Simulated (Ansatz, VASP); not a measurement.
# HfC in two plane-wave programs, part 2 of 2

Wanted: the spread between two codes on one cell, functional and k mesh. The cell is taken from a series of runs on this material, whose earlier steps may have relaxed, scaled, displaced or heated it; both programs get it as it stands.

VASP 6.6.1 and Ansatz 0.2.0.

So far: Set-up; VASP: zone-centre phonons, PBEsol.

## Step 3: Ansatz: zone-centre phonons, PBEsol

Level of this step: Ansatz beside VASP: Kohn-Sham DFT, plane waves, PBEsol (Ansatz).

Ansatz runs on its PAW soft_1 files.

The same cell, functional, mesh and smearing now go to Ansatz, which takes its cutoff from its data sets.

input.yaml

```yaml
crystal:
  lattice:
    - [-0.0447617468, 2.2792344152, 2.3128690602]
    - [2.2792344152, -0.0447617468, 2.3128690602]
    - [2.2344726684, 2.2344726684, 0.0]
  atoms:
    - { symbol: C, position: [0.0, 0.0, 0.0] }
    - { symbol: Hf, position: [0.5, 0.5, 0.5] }
kpoints:
  mp_grid: { grid: [16, 16, 16] }
hamiltonian:
  xc: pbesol
  pseudopotentials: { kind: paw, azcp: { folder: soft_1 }, xc_functional: pbe }
scf:
  occupations: { method: methfessel_paxton, width: 0.2 }
output:
  eigenvalues: true
phonons:
  method: dfpt
```

Launch:

```bash
> ansatz run input.yaml --threads 4 --pin off --max-ram 10240MiB --backend cpu --events-out ev --progress --plain --runs-dir out
```

Numbers of over 12 decimals in the logs are rounded to 6 here.

What it wrote:

```text
zone centre: on kpoints.mp_grid the ground state, and the responses unless they are solved on pairs of k-points, stand on 1098 of the mesh's 4096 k-points, reduced under 4 symmetry operations, with k and −k counted as one. Each operation leaves every solved displacement unchanged or reverses it
Engine: ansatz 0.2.0, aarch64-unknown-linux-gnu
Pseudopotentials: kind: paw
Pseudopotential: C, paw, valence charge 4, recommended cutoff 420 eV (normal), soft_1/C.paw.azcp
Pseudopotential: Hf, paw, valence charge 26, recommended cutoff 420 eV (normal), soft_1/Hf.paw.azcp
Functional definition: PBEsol
  exchange = pbesol_x
  correlation = pbesol_c
Crystal: 2 atoms, lattice volume = 24.021 Å³
Basis set: ecut = 420 eV, 495 PW (Γ), exchange–correlation on 48×48×48 points (8 copies of the dense FFT grid, shifted against one another)
Bands: 19, of which v1, the nominal top of the filled ones, is band 15 counted from 1 (14 counted from 0)
Symmetry: 8 space group operations
k-points: 1098 of 4096 (irreducible under 4 space group operations)
Non-local potential: C, projectors of the file, l = 0: 2, l = 1: 2, l = 2: 1
Non-local potential: Hf, projectors of the file, l = 0: 3, l = 1: 2, l = 2: 2, l = 3: 3
PAW form: soft (Blöchl's): semilocal exchange-correlation on the pseudo side does not see the compensation charge
PAW frozen core: C, regenerated for the run's functional, and the local potential with it (the file was generated under x = pbe(κ = 0.804, μ = 0.219515), c = pbe(β = 0.066725))
PAW frozen core: Hf, regenerated for the run's functional, and the local potential with it (the file was generated under x = pbe(κ = 0.804, μ = 0.219515), c = pbe(β = 0.066725))
PAW one-centre angular grid: C, 110 points (default); XC on 64 Gauss nodes
PAW one-centre angular grid: Hf, 590 points (default); XC on 64 Gauss nodes
Initial density: superposition of atomic densities (chi_scale 0.1, normalization cell, long waves kept (reshape's long-wave potential 0.00 eV rms))
Initial wavefunctions: pseudopotential atomic-orbital guess
Functional: x = pbesol(κ = 0.804, μ = 0.123457), c = pbesol(β = 0.046)
SCF iter   1: F=—  HF=-15848.035191 eV  |F-HF|=—  |Δ(HF+E_count)|=         —  Δρ=8.82e-2  dr2=2.50e0  ethr=3.10e-3  ⟨swp⟩=4.9  Hψ=92040  notcnv=0
preconditioner: auto → Kerker (q_TF=auto, 2.831 Å⁻¹)  [metal: Δε(μ)=0.008 eV  Ē_g=17.690 eV  σ=0.200 eV  W_gap=0.03  n_scr=14 (ndim 8)  ℏωp=40.1 eV  f_vac=0.000  D(μ)=0.19/eV (n_scr^D=0)]
SCF iter   2: F=—  HF=-15847.514544 eV  |F-HF|=—  |Δ(HF+E_count)|=   5.21e-1  S|Δr|=    0.00e0  Δρ=3.39e-2  dr2=2.75e-1  ethr=3.10e-3  ⟨swp⟩=2.4  Hψ=38107  notcnv=0  defer=1
SCF iter   3: F=—  HF=-15847.457518 eV  |F-HF|=—  |Δ(HF+E_count)|=   5.70e-2  S|Δr|=    0.00e0  Δρ=1.41e-2  dr2=2.90e-2  ethr=9.17e-4  ⟨swp⟩=2.0  Hψ=37725  notcnv=0
SCF iter   4: F=—  HF=-15847.450670 eV  |F-HF|=—  |Δ(HF+E_count)|=   6.85e-3  S|Δr|=    0.00e0  Δρ=8.12e-3  dr2=7.43e-3  ethr=9.67e-5  ⟨swp⟩=2.1  Hψ=37332  notcnv=0
SCF iter   5: F=—  HF=-15847.450744 eV  |F-HF|=—  |Δ(HF+E_count)|=   7.38e-5  S|Δr|=    0.00e0  Δρ=1.44e-3  dr2=2.69e-4  ethr=2.48e-5  ⟨swp⟩=2.0  Hψ=32482  notcnv=0
SCF iter   6: F=—  HF=-15847.450682 eV  |F-HF|=—  |Δ(HF+E_count)|=   6.16e-5  S|Δr|=    0.00e0  Δρ=2.55e-4  dr2=1.59e-5  ethr=8.97e-7  ⟨swp⟩=2.5  Hψ=36355  notcnv=0
SCF iter   7: F=—  HF=-15847.450685 eV  |F-HF|=—  |Δ(HF+E_count)|=   2.86e-6  S|Δr|=    0.00e0  Δρ=7.21e-5  dr2=9.36e-7  ethr=5.31e-8  ⟨swp⟩=2.3  Hψ=38236  notcnv=0
SCF iter   8: F=—  HF=-15847.450686 eV  |F-HF|=—  |Δ(HF+E_count)|=   6.16e-7  S|Δr|=    0.00e0  Δρ=1.37e-5  dr2=2.63e-8  ethr=3.12e-9  ⟨swp⟩=3.1  Hψ=40155  notcnv=0
SCF iter   9: F=—  HF=-15847.450686 eV  |F-HF|=—  |Δ(HF+E_count)|=   1.09e-8  S|Δr|=    0.00e0  Δρ=2.72e-6  dr2=1.54e-9  ethr=8.77e-11  ⟨swp⟩=2.2  Hψ=30074  notcnv=0
SCF iter  10: F=—  HF=-15847.450686 eV  |F-HF|=—  |Δ(HF+E_count)|=  4.69e-10  S|Δr|=    0.00e0  Δρ=2.80e-7  dr2=1.63e-11  ethr=5.15e-12  ⟨swp⟩=2.2  Hψ=35657  notcnv=0
SCF iter  11: F=-15847.450686 eV  HF=-15847.450686 eV  |F-HF|=1.82e-12  |Δ(HF+E_count)|=  5.46e-12  S|Δr|=    0.00e0  Δρ=5.32e-8  dr2=4.62e-13  ethr=1.00e-12  ⟨swp⟩=7.6  Hψ=122962  notcnv=0
SCF 1 converged in 11 iterations: F = -15847.450686 eV  dr2 = 4.62e-13
  Residual-converged pass: ⟨swp⟩=1.0  Hψ=25259  notcnv=0  max |occ|·‖R‖ = 7.1e-9 eV (tolerance 1.0e-8 eV)  dr2=4.62e-13  dr2_onsite=4.55e-14  max |Δocc| = 3.1e-11
  greatest PAW one-centre occupation: 0.998 electrons in one spin orbital (limit 2), on the Hf atom at site 1 (counted from 0), in its partial waves of l = 0
DFPT response loops at Γ: preconditioner auto → Kerker (q_TF=auto, 2.831 Å⁻¹) (partly filled bands, converged f_vac=0.000); β = 1.00, the filter's whole step (`scf.mixing.beta` (0.50) is not read by the response loops under this deck's `scf.mixing.preconditioner`; to damp them name `kerker` or `kerker_dos`, under which they read `scf.mixing.beta`, and type it under 1.00, their step now; both keys bind the ground state too); Broyden in place of MSR1
SCF converged after 11 iterations
Stability not checked: this state was not tested for a lower state beside it, because cold or Methfessel-Paxton smearing, or corrected tetrahedra, fill the levels in a way that the test cannot read (fill_not_monotonic; see scf.lower_state_search)
Free energy (F): -15847.450686 eV
Harris-Foulkes:  -15847.450686 eV  (|F-HF|=1.82e-12)
Internal energy: -15847.450512 eV  (E = F + TS)
E sigma→0 (E₀):  -15847.450642 eV
Entropy (-TS):   -0.000174 eV (-0.087 meV/atom)
Fermi energy:    19.371326 eV
--- Per-component energies (eV) ---
  E_band       = 92.943605
  E_kinetic    = 496.395860
  E_local      = -6106.150158  (includes V_loc(G=0)·N_el)
  E_nonlocal   = 91.474445
  E_hartree    = 2999.579242
  E_xc         = -312.935234
  E_vxc        = -314.652306  (∫ρ·V_xc dr)
  E_paw        = -7673.991792  (= ΣΔE_a)
  E_vpaw       = -73.282797  (= ΣTr[D̂ρ^β])
  E_aug_tail   = 0.000109  (compensation charges beyond the density's cutoff)
  E_ewald      = -5343.095140
  E_core_change = 1.272157  (= ΣΔE_core)
  E_smearing   = -0.000174  (= −TS)
  E_closure    = -0.000000  (closes the sum)
  Σ components = -15847.450686   (vs F -15847.450686, Δ=0.00e0)
--- Band table (eV; the first three rows and the last of 1098) ---
  k-point 0: bands = [... 11 lower, 8.6069, 20.3765, 20.4053, 20.4415, 20.5281, 20.6394, 21.0455, 22.7167]
  k-point 1: bands = [... 11 lower, 8.6060, 19.7593, 19.7723, 19.9186, 20.7142, 20.8909, 21.4326, 23.2737]
  k-point 2: bands = [... 11 lower, 8.6063, 18.6883, 18.9049, 19.0630, 21.0579, 21.2522, 21.7957, 24.4138]
  k-point 1097: bands = [... 11 lower, 8.7326, 16.6778, 17.3594, 19.2285, 19.6261, 24.8902, 26.3971, 26.4102]
--- Phonons (Γ-DFPT): 4 representative perturbations + reference, on 1098 of 4096 k-points (Σ response iterations 12) ---
  k mesh reduced under 4 symmetry operations, with k and −k counted as one. Each operation leaves every solved displacement unchanged or reverses it
  ASR residual: 1.066e-5 → 0.000e0 eV/Å²; symmetrization residual: 7.355e-7 eV/Å²
  ASR residual per site (eV/Å²): 1.07e-5 1.02e-5
  Γ frequencies (cm⁻¹): 0.00 0.00 0.00 438.84 460.31 502.54
  non-analytic LO–TO correction: not included (Born effective charges unavailable; polar crystals: no LO–TO splitting at Γ)
```

## Step 4: Differences

Known differences besides the potentials themselves: the data sets hold 30 valence electrons in Ansatz (on its PAW soft_1 files) and 14 in VASP; the cutoff is 420 eV in Ansatz and 600 eV in VASP; Ansatz makes its cores anew for this functional, VASP keeps those of its PBE data sets. Total energies have different zeros and are not compared.

The two programs side by side:

| quantity | Ansatz | VASP | difference |
| --- | --- | --- | --- |
| optical mode 1 (cm⁻¹) | 438.8 | 436.1 | +0.62 % |
| optical mode 2 (cm⁻¹) | 460.3 | 458.6 | +0.38 % |
| optical mode 3 (cm⁻¹) | 502.5 | 501.2 | +0.26 % |

Modes are paired by rising frequency, not by their patterns, so a pair may set unlike modes beside each other; they are those without the splitting of longitudinal modes.

## Step 5: Outcome

| Item | Value |
| --- | --- |
| r.m.s. difference of the optical zone-centre modes, each program's sorted by frequency (zone-centre phonons, PBEsol) | 2.0 cm⁻¹ |
| difference in optical mode 1 (zone-centre phonons, PBEsol) | +0.6 % |

What this shows: The r.m.s. difference of the optical zone-centre modes, each program's sorted by frequency is 2.0 cm⁻¹ (zone-centre phonons, PBEsol). The data sets hold unlike numbers of valence electrons (30 in Ansatz and 14 in VASP), so part of the differences comes from the potentials. Among the rows given in per cent, the largest difference of the zone-centre phonons, PBEsol pair is in optical mode 1, +0.6 %. How closely two codes agree says nothing of how well the functional describes the real material.

[Lines on the potential files, build, host, timing and source positions are cut from VASP's logs without a mark.]

[Logs are printed without paths, hosts, clocks, repeated set-up lines and the standing remarks that a program may print on its own settings, such as how far it seeks lower states.]

[Hosts, paths, dates, database ids (printed as entryN), source tags and the programs' standing remarks are cut or masked in the printed files.]
